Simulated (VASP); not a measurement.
Here is the system:

```
CdF2
1.0
    0.00000     2.72843     2.72843
    2.72843     0.00000     2.72843
    2.72843     2.72843     0.00000
Cd F
1 2
Cartesian
  0.00000   0.00000   0.00000
  1.36421   1.36421   1.36421
  4.09264   4.09264   4.09264
```

Calculation: r2SCAN meta-GGA, VASP's PBE PAW potentials (set 64) (plane waves; VASP). Settings: 520 eV cut-off, 7×7×7 Γ-centred mesh, Gaussian smearing of 0.050 eV, potentials Cd F.

Give the stress tensor in GPa (positive for a compressed cell).

```
-3.13   0.00   0.00
 0.00  -3.13   0.00
 0.00   0.00  -3.13
```
The pressure is its mean diagonal, -3.13 GPa.

The compound is CdF2 in the fluorite structure. This cell is one point of a volume scan, at 1.03 of the reference volume.
